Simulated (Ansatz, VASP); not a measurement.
# Cross-check of Ga2S3O12 (Ga2S3O12 (R-3)) between VASP and Ansatz, part 2 of 2

Aim: how closely do two programs agree when they are given the same cell, functional and k mesh? Of the first pair: The structure shown is the start of the Ansatz relaxation below; VASP solves that cell, so the two are compared at the walk's first step.

VASP 6.6.1 and Ansatz 0.2.0.

So far. Step 3 (VASP: single point, r2SCAN, start cell, pair 1): The run ends at a pressure of 0.09 GPa, with forces up to 0.030 eV/Å.

### 5. Ansatz: relaxation, r2SCAN

This run makes the geometry at which the two programs are then compared. The cell compared in this pair holds 415.05 Å³, against 413.64 Å³ for the pair before.

The structure compared here is the end of the Ansatz relaxation.

This is the run of step 2 again, met here at its other cell.

### 6. VASP: single point, r2SCAN, relaxed cell, pair 2

The same cell, functional, mesh and smearing now go to VASP, with its own data sets.

INCAR

```
SYSTEM = Ga2S3O12
PREC = Accurate
ENCUT = 660
EDIFF = 1E-06
NELM = 120
ISMEAR = -1
SIGMA = 0.01
LREAL = Auto
ALGO = Normal
METAGGA = R2SCAN
LASPH = .TRUE.
NBANDS = 140
LORBIT = 11
LWAVE = .FALSE.
LCHARG = .FALSE.
ISIF = 2
GGA_COMPAT = .FALSE.
EFERMI = MIDGAP
LMIXTAU = .TRUE.
KPAR = 4
```

POSCAR

```
Ga2S3O12
1.0
    4.0403047695      2.3326710463      7.3397559378
   -4.0403047695      2.3326710463      7.3397559378
    0.0000000000     -4.6653420925      7.3397559378
Ga S O
4 6 24
Direct
    0.8560110231      0.8560110231      0.8560110231
    0.1439889769      0.1439889769      0.1439889769
    0.6511742040      0.6511742040      0.6511742040
    0.3488257960      0.3488257960      0.3488257960
    0.9609588510      0.2489203533      0.5421301509
    0.5421301509      0.9609588510      0.2489203533
    0.2489203533      0.5421301509      0.9609588510
    0.0390411490      0.7510796467      0.4578698491
    0.4578698491      0.0390411490      0.7510796467
    0.7510796467      0.4578698491      0.0390411490
    0.9849246205      0.2044487918      0.3883151583
    0.3883151583      0.9849246205      0.2044487918
    0.2044487918      0.3883151583      0.9849246205
    0.0150753795      0.7955512082      0.6116848417
    0.6116848417      0.0150753795      0.7955512082
    0.7955512082      0.6116848417      0.0150753795
    0.1571865104      0.2117503139      0.5257546347
    0.5257546347      0.1571865104      0.2117503139
    0.2117503139      0.5257546347      0.1571865104
    0.8428134896      0.7882496861      0.4742453653
    0.4742453653      0.8428134896      0.7882496861
    0.7882496861      0.4742453653      0.8428134896
    0.8268111024      0.4599738691      0.5144692661
    0.5144692661      0.8268111024      0.4599738691
    0.4599738691      0.5144692661      0.8268111024
    0.1731888976      0.5400261309      0.4855307339
    0.4855307339      0.1731888976      0.5400261309
    0.5400261309      0.4855307339      0.1731888976
    0.8709571898      0.1176274323      0.7426792473
    0.7426792473      0.8709571898      0.1176274323
    0.1176274323      0.7426792473      0.8709571898
    0.1290428102      0.8823725677      0.2573207527
    0.2573207527      0.1290428102      0.8823725677
    0.8823725677      0.2573207527      0.1290428102
```

KPOINTS

```
Automatic mesh
0
Gamma
4 4 4
0 0 0
```

The projector-augmented-wave data sets are Ga_d, S and O (PBE family, release 64).

The run is started by

```sh
$ mpirun -np 4 vasp_std
```

What it wrote:

```text
[banner, memory and clock lines left out]
running    4 mpi-ranks, on    1 nodes
[...]
[... a notice as in an earlier step ...]

 LDA part: xc-table for (None), standard interpolation
 POSCAR, INCAR and KPOINTS ok, starting setup
[...]
entering main loop
       N       E                     dE             d eps       ncg     rms          rms(c)
DAV:   1     0.432865402358E+04    0.43287E+04   -0.11730E+05  4648   0.254E+03
DAV:   2     0.674999652329E+03   -0.36537E+04   -0.33984E+04  4480   0.800E+02
DAV:   3    -0.296504061493E+03   -0.97150E+03   -0.93390E+03  4688   0.302E+02
DAV:   4    -0.385156248778E+03   -0.88652E+02   -0.87609E+02  5008   0.103E+02
[...]
DAV:  21    -0.292835415015E+03   -0.10228E-04   -0.11687E-05  4728   0.216E-02    0.223E-03
DAV:  22    -0.292835418327E+03   -0.33119E-05   -0.26484E-06  3240   0.944E-03    0.944E-04
DAV:  23    -0.292835418760E+03   -0.43320E-06   -0.80246E-07  2880   0.477E-03
   1 F= -.29283542E+03 E0= -.29283542E+03  d E =0.000000E+00
```

OUTCAR, selected parts (step 6):

```text
  Total       -3.9779239     -3.9779239     -3.8438759     -0.0000009     -0.0000000      0.0000000
  in kB      -15.3555916    -15.3555916    -14.8381395     -0.0000036     -0.0000000      0.0000000
  external PRESSURE =     -15.1831076 kB  Pullay stress =       0.0000000 kB

 POSITION                                       TOTAL-FORCE (eV/Angst)
 -----------------------------------------------------------------------------------
      0.00000      0.00000     18.84874        -0.000000      0.000000      0.010290
      0.00000      0.00000      3.17053        -0.000000     -0.000000     -0.010290
      0.00000      0.00000     14.33838        -0.000000     -0.000000     -0.040783
      0.00000      0.00000      7.68089        -0.000000      0.000000      0.040783
      2.87685      0.29303     12.85932        -0.038258     -0.055683     -0.043149
     -1.69220      2.34491     12.85932         0.067351     -0.005291     -0.043149
     -1.18466     -2.63794     12.85932        -0.029094      0.060973     -0.043149
     -2.87685     -0.29303      9.15995         0.038258      0.055683      0.043149
      1.69220     -2.34491      9.15995        -0.067351      0.005291      0.043149
      1.18466      2.63794      9.15995         0.029094     -0.060973      0.043149
      3.15336      0.96279     11.57985        -0.064638     -0.162589      0.312549
     -2.41048      2.24949     11.57985         0.173125      0.025316      0.312549
     -0.74288     -3.21229     11.57985        -0.108487      0.137273      0.312549
     -3.15336     -0.96279     10.43942         0.064638      0.162589     -0.312549
[...]
-----------------------------------------------------------------------------------
    total drift:                               -0.000000     -0.000000      0.000000

  FREE ENERGIE OF THE ION-ELECTRON SYSTEM (eV)
  ---------------------------------------------------
  free  energy   TOTEN  =      -292.8354187602 eV

  energy  without entropy=     -292.8354187602  energy(sigma->0) =     -292.83541876

[... 1 part as in an earlier step ...]

[... 2 further parts left out ...]
[key lines of the parts left out:]
E-fermi :   3.2222
```

The run ends at a pressure of -1.52 GPa, with forces up to 0.37 eV/Å.

### 7. Side by side

What differs besides the data sets and the points named for the pairs above, as far as they apply: the cutoff is 500 eV in Ansatz and 660 eV in VASP (PREC = Accurate, projectors in real space); Ansatz's pressure holds a Pulay correction, VASP's none. Total energies have different zeros and are not compared.

Both answers:

```csv
quantity,Ansatz,VASP,difference
pressure (GPa),0.00,-1.52,+1.51
gap on the k mesh (eV),5.578,5.547,+0.031
```

Forces on 7 of the 34 atoms, those with the largest forces and the largest differences (eV/Å; atoms numbered as in POSCAR):

```csv
atom,"Ansatz x, y, z","VASP x, y, z"
O13,"0.000, -0.001, -0.001","-0.108, 0.137, 0.313"
O29,"-0.001, 0.000, 0.000","-0.055, 0.366, 0.053"
O30,"0.000, -0.001, 0.000","-0.290, -0.231, 0.053"
O31,"0.001, 0.001, 0.000","0.345, -0.135, 0.053"
O32,"0.001, 0.000, 0.000","0.055, -0.366, -0.053"
O33,"0.000, 0.001, 0.000","0.290, 0.231, -0.053"
O34,"-0.001, -0.001, 0.000","-0.345, 0.135, -0.053"
```

The forces differ by 171 meV/Å r.m.s., where the r.m.s. force is 0.001 eV/Å in Ansatz and 0.171 eV/Å in VASP: the atoms lie near their places of rest in Ansatz, so a percentage would say little (all taken over all components). A gap on the mesh is an upper bound, since the band edges may lie between its points.

### 8. Outcome

```yaml
r_m_s_force_difference_single_point_r2scan_start_cell_pair_1: 181 meV/Å
r_m_s_force_difference_single_point_r2scan_relaxed_cell_pair_2: 171 meV/Å
difference_in_pressure_single_point_r2scan_relaxed_cell_pair_2: 1.5 GPa
```

What this shows: The r.m.s. force difference is 181 meV/Å (single point, r2SCAN, start cell, pair 1), beyond the 12 meV/Å picked in this series as the mark of a large difference. What causes the difference of the single point, r2SCAN, start cell, pair 1 pair stays open here. By the marks of this series, far apart in the single point, r2SCAN, relaxed cell, pair 2 pair: the r.m.s. force difference, 171 meV/Å and the difference in pressure, 1.5 GPa. What causes the difference of the single point, r2SCAN, relaxed cell, pair 2 pair stays open here. Such differences can come from data sets, numerical settings and the points named under the comparisons, not from the functional's error against experiment.

[Lines on the potential files, build, host, timing and source positions are cut from VASP's logs without a mark.]

[Logs are printed without paths, hosts, clocks, repeated set-up lines and the standing remarks that a program may print on its own settings, such as how far it seeks lower states.]

[Hosts, paths, dates, database ids (printed as entryN), source tags and the programs' standing remarks are cut or masked in the printed files.]
